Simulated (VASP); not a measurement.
Level of theory: PBEsol GGA, VASP's PBE PAW potentials (set 64) (plane waves; VASP 6.6.1).

A VASP calculation is set up with these files.

KPOINTS:
```
Regular mesh
0
gamma
  10 10 5
```

INCAR:
```
SYSTEM = LaSi
PREC = Accurate
ENCUT = 400
EDIFF = 1E-7
NELM = 100
ALGO = Normal
LREAL = .FALSE.
LASPH = .TRUE.
ISMEAR = -5
GGA = PS
LMAXMIX = 6
LWAVE = .FALSE.
LCHARG = .TRUE.
LORBIT = 11
NEDOS = 601
ISIF = 2
LEFG = .TRUE.
```

### POSCAR
```
LaSi
4.1573430
  0.9999999734   0.0000000000   0.0000000000
 -0.4999999867   0.8660253542   0.0000000000
  0.0000000000   0.0000000000   1.8460901271
La Si
2 2
Direct
  1.0000000000   1.0000000000   0.0000000000
  1.0000000000   0.0000000000   0.5000000000
  0.3333330000   0.6666670000   0.2500000000
  0.6666670000   0.3333330000   0.7500000000
```

POTCAR, in this order: La Si (PBE.64 set). Program: vasp_std.

### Question
What does the run give for the energy per atom (σ→0), band gap (on the k-mesh)?

### Answer

The energy per atom (σ→0) comes out as -5.766 eV/atom and the band gap (on the k-mesh) comes out as none (metal, semimetal or under 0.01 eV).

File OSZICAR:
```
...
DAV:  10    -0.230635361508E+02   -0.11530E-03   -0.35871E-04  2728   0.142E-01    0.213E-02
DAV:  11    -0.230635593760E+02   -0.23225E-04   -0.14207E-04  3176   0.767E-02    0.135E-02
DAV:  12    -0.230635671766E+02   -0.78006E-05   -0.20725E-05  3192   0.315E-02    0.634E-03
DAV:  13    -0.230635667455E+02    0.43114E-06   -0.19603E-05  2400   0.279E-02    0.175E-03
DAV:  14    -0.230635679308E+02   -0.11853E-05   -0.26803E-06  2952   0.146E-02    0.128E-03
DAV:  15    -0.230635677023E+02    0.22849E-06   -0.28431E-07  2088   0.411E-03    0.479E-04
DAV:  16    -0.230635676440E+02    0.58315E-07   -0.30432E-08  1200   0.251E-03
   1 F= -.23063568E+02 E0= -.23063568E+02  d E =0.000000E+00
```

The structure was generated: LaSi was put into the NiAs type type (P6_3/mmc), which need not be its known phase. It was relaxed first, which changed the volume by -27 %.
